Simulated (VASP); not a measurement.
# MnHg (Pm-3m) in VASP: notebook, part 2 of 2

VASP 6.6.1. The steps go on from the part before.

### 4 Single point, r2SCAN, collinear spin, ferromagnetic start

File INCAR:

```
PREC = Accurate
ENCUT = 350
EDIFF = 1E-6
ISMEAR = 1
SIGMA = 0.15
LREAL = False
LASPH = True
NELM = 100
ALGO = Normal
ISIF = 2
LWAVE = False
LCHARG = False
ISPIN = 2
MAGMOM = 0 4
LORBIT = 11
LMAXMIX = 4
METAGGA = R2SCAN
LMIXTAU = True
NBANDS = 24
ADDGRID = False
```

File KPOINTS:

```
regular mesh
0
Gamma
  7 7 7
```

File POSCAR:

```
MnHg
1.0
    3.3150000000      0.0000000000      0.0000000000
    0.0000000000      3.3150000000      0.0000000000
    0.0000000000      0.0000000000      3.3150000000
Hg Mn
1 1
Direct
    0.0000000000      0.0000000000      0.0000000000
    0.5000000000      0.5000000000      0.5000000000
```

Potentials or basis: VASP PAW PBE potentials, release 64 (Hg, Mn_pv).

The run is started by

```console
$ cat potpaw_PBE.64/Hg/POTCAR potpaw_PBE.64/Mn_pv/POTCAR > POTCAR
$ mpirun -np 1 vasp_std > vasp.out
```

OUTCAR:

```text
PREC = Accurate
   ENCUT = 350
   EDIFF = 1E-6
   ISMEAR = 1
   LREAL = False
   LASPH = True
   NELM = 100
   ISIF = 2
   ISPIN = 2
   LORBIT = 11
   METAGGA = R2SCAN

 Found     20 irreducible k-points:

 Following reciprocal coordinates:
            Coordinates               Weight
  0.000000  0.000000  0.000000      1.000000
  0.142857  0.000000  0.000000      6.000000
  0.285714  0.000000  0.000000      6.000000
  0.428571  0.000000  0.000000      6.000000
  0.142857  0.142857  0.000000     12.000000
  0.285714  0.142857  0.000000     24.000000
   k-points           NKPTS =     20   k-points in BZ     NKDIM =     20   number of bands    NBANDS=     24
   number of dos      NEDOS =    301   number of ions     NIONS =      2
   total plane-waves  NPLWV =   8000
   dimension x,y,z NGX =    20 NGY =   20 NGZ =   20
   dimension x,y,z NGXF=    40 NGYF=   40 NGZF=   40
   ions per type =               1   1
   NGX,Y,Z   is equivalent  to a cutoff of  10.03, 10.03, 10.03 a.u.
   NGXF,Y,Z  is equivalent  to a cutoff of  20.06, 20.06, 20.06 a.u.
 SYSTEM =  unknown system
   PREC   = accura    normal or accurate (medium, high low for compatibility)
[... 233 lines left out ...]
  band No.  band energies     occupation
      1     -41.6656      1.00000
      2     -41.6656      1.00000
      3     -41.6656      1.00000
      4      -4.6035      1.00000
      5      -3.1655      1.00000
      6      -3.1655      1.00000
[... 151 lines left out ...]
     23      24.2783      0.00000
     24      25.1931      0.00000

 [... further k-points ...]
[... 5 lines left out ...]
  --------------------------------------------------------------------------------------
  -------------------------------------------------------------------------------------
  Total       -0.1000859     -0.1000859     -0.1000859     -0.0000000     -0.0000000      0.0000000
  in kB       -4.4018267     -4.4018267     -4.4018267     -0.0000000     -0.0000000      0.0000000
  external PRESSURE =      -4.4018267 kB  Pullay stress =       0.0000000 kB

 VOLUME and BASIS-vectors are now :
 -----------------------------------------------------------------------------
  energy-cutoff  :      350.00
  volume of cell :       36.43
      direct lattice vectors                 reciprocal lattice vectors
     3.315000000  0.000000000  0.000000000     0.301659125  0.000000000  0.000000000
     0.000000000  3.315000000  0.000000000     0.000000000  0.301659125  0.000000000
     0.000000000  0.000000000  3.315000000     0.000000000  0.000000000  0.301659125

 POSITION                                       TOTAL-FORCE (eV/Angst)
 -----------------------------------------------------------------------------------
      0.00000      0.00000      0.00000         0.000000      0.000000      0.000000
      1.65750      1.65750      1.65750         0.000000      0.000000      0.000000
 -----------------------------------------------------------------------------------
    total drift:                               -0.000000      0.000000      0.000000

  FREE ENERGIE OF THE ION-ELECTRON SYSTEM (eV)
  ---------------------------------------------------
  free  energy   TOTEN  =       -64.0405392832 eV

  energy  without entropy=      -64.0373844251  energy(sigma->0) =      -64.03948766

 total charge

# of ion       s       p       d       tot
------------------------------------------
    1        0.828   0.552   9.236  10.616
    2        0.265   6.178   4.935  11.377
--------------------------------------------------
tot          1.093   6.730  14.171  21.993

 magnetization (x)

# of ion       s       p       d       tot
------------------------------------------
    1       -0.052  -0.104   0.048  -0.108
    2        0.025   0.014   4.010   4.048
--------------------------------------------------
tot         -0.028  -0.091   4.058   3.940
```

OSZICAR:

```text
N       E                     dE             d eps       ncg     rms          rms(c)
DAV:   1     0.139340608930E+03    0.13934E+03   -0.11290E+04  1984   0.923E+02
DAV:   2    -0.641849222796E+02   -0.20353E+03   -0.19428E+03  2080   0.301E+02
DAV:   3    -0.706437341502E+02   -0.64588E+01   -0.64440E+01  2232   0.622E+01
DAV:   4    -0.706881489329E+02   -0.44415E-01   -0.44412E-01  2200   0.485E+00
DAV:   5    -0.706888082065E+02   -0.65927E-03   -0.65927E-03  2280   0.561E-01    0.107E+01
DAV:   6    -0.640376104650E+02    0.66512E+01   -0.12677E+01  2096   0.331E+01    0.115E+01
DAV:   7    -0.640079320184E+02    0.29678E-01   -0.15725E+00  1992   0.112E+01    0.594E+00
DAV:   8    -0.640227081668E+02   -0.14776E-01   -0.87995E-02  2120   0.237E+00    0.318E+00
DAV:   9    -0.640381277767E+02   -0.15420E-01   -0.29164E-02  2040   0.122E+00    0.603E-01
DAV:  10    -0.640401583459E+02   -0.20306E-02   -0.60629E-03  2144   0.685E-01    0.244E-01
DAV:  11    -0.640402652449E+02   -0.10690E-03   -0.79633E-04  2152   0.227E-01    0.151E-01
DAV:  12    -0.640405396290E+02   -0.27438E-03   -0.24835E-04  2120   0.106E-01    0.823E-02
DAV:  13    -0.640405330283E+02    0.66007E-05   -0.69300E-05  2240   0.605E-02    0.202E-02
DAV:  14    -0.640405507128E+02   -0.17684E-04   -0.61384E-06  2032   0.229E-02    0.103E-02
DAV:  15    -0.640405444465E+02    0.62663E-05   -0.15103E-06  1608   0.101E-02    0.530E-03
DAV:  16    -0.640405389229E+02    0.55237E-05   -0.73303E-07  1480   0.529E-03    0.166E-03
DAV:  17    -0.640405392832E+02   -0.36035E-06   -0.44305E-08  1024   0.167E-03
   1 F= -.64040539E+02 E0= -.64039488E+02  d E =-.315486E-02  mag=     4.0014
```

stdout:

```text
POSCAR found type information on POSCAR HgMn
 POSCAR found :  2 types and       2 ions
 scaLAPACK will be used
 -----------------------------------------------------------------------------
|                                                                             |
|                                                                             |
|     You enforced a specific xc type in the INCAR file but a different       |
|     I HOPE YOU KNOW WHAT YOU ARE DOING!                                     |
|                                                                             |
 -----------------------------------------------------------------------------

 LDA part: xc-table for (None), standard interpolation
 POSCAR, INCAR and KPOINTS ok, starting setup
 FFT: planning ... GRIDC
 FFT: planning ... GRID_SOFT
 FFT: planning ... GRID
 WAVECAR not read
 entering main loop
```

It took 46 s on 1 thread of Intel Xeon Platinum 8488C (Sapphire Rapids), shared host; peak memory 0.14 GiB.

These settings aren't checked as converged: the numbers below hold their error.

Results:

* Free energy: -64.0405 eV
* Pressure: -0.4 GPa
* Band gap on the k mesh: none (metal or under the smearing width)
* Net moment: 4.00 μB per cell
* Site moments: Hg -0.11; Mn +4.05 μB
* Valence electrons inside the program's atomic spheres: Hg 10.62; Mn 11.38

Caveat: the PAW data sets were made with another functional, which shifts forces and pressure a little.

### 5 Single point, r2SCAN, collinear spin, ferromagnetic start

INCAR is that of step 4.

KPOINTS is that of step 4.

File POSCAR:

```
MnHg
1.0
    3.3150000000      0.0000000000      0.0000000000
    0.0000000000      3.3150000000      0.0000000000
    0.0000000000      0.0000000000      3.3150000000
Hg Mn
1 1
Direct
   -0.0058010000      0.0109980000     -0.0122330000
    0.5154140000      0.4990250000      0.4770600000
```

The run is started by

```console
$ cat potpaw_PBE.64/Hg/POTCAR potpaw_PBE.64/Mn_pv/POTCAR > POTCAR
$ mpirun -np 1 vasp_std > vasp.out
```

Run time: 5.2 min. Hardware: 1 thread of Intel Xeon Platinum 8488C (Sapphire Rapids), shared host; peak memory 0.23 GiB.

The run converged, but some of its settings lie outside the range that counts as converged, so its numbers aren't taken as properties of the crystal.

What came out:

```
Free energy                                           : -64.0268 eV
Pressure                                              : -0.3 GPa
Largest force                                         : 0.298 eV/Å
Band gap on the k mesh                                : none (metal or under the smearing width)
Net moment                                            : 4.00 μB per cell
Site moments                                          : Hg -0.11; Mn +4.05 μB
Valence electrons inside the program's atomic spheres : Hg 10.62; Mn 11.38
```

Caveat: the PAW data sets were made with another functional, which shifts forces and pressure a little.

### 6 Single point, r2SCAN, collinear spin, ferromagnetic start

INCAR: that of step 5 with these lines changed.

```diff
@@ -1,3 +1,3 @@
 PREC = Accurate
-ENCUT = 350
+ENCUT = 500
 EDIFF = 1E-6
```

File KPOINTS:

```
regular mesh
0
Gamma
  6 6 6
```

File POSCAR:

```
MnHg
1.0
    3.3150000000      0.0000000000      0.0000000000
    0.0000000000      3.3150000000      0.0000000000
    0.0000000000      0.0000000000      3.3150000000
Hg Mn
1 1
Direct
    0.0000000000      0.0000000000      0.0000000000
    0.5000000000      0.5000000000      0.5000000000
```

Potentials or basis: VASP PAW PBE potentials, release 64 (Hg, Mn_pv).

The run is started by

```console
$ cat potpaw_PBE.64/Hg/POTCAR potpaw_PBE.64/Mn_pv/POTCAR > POTCAR
$ mpirun -np 1 vasp_std > vasp.out
```

It took 58 s on 1 thread of Intel Xeon Platinum 8488C (Sapphire Rapids), shared host; peak memory 0.17 GiB.

These settings aren't checked as converged: the numbers below hold their error.

What came out:

| Property | Result |
| --- | --- |
| Free energy | -64.0526 eV |
| Pressure | 1.7 GPa |
| Band gap on the k mesh | none (metal or under the smearing width) |
| Net moment | 4.25 μB per cell |
| Site moments | Hg -0.06; Mn +4.17 μB |
| Valence electrons inside the program's atomic spheres | Hg 10.62; Mn 11.37 |

Caveat: the PAW data sets were made with another functional, which shifts forces and pressure a little.
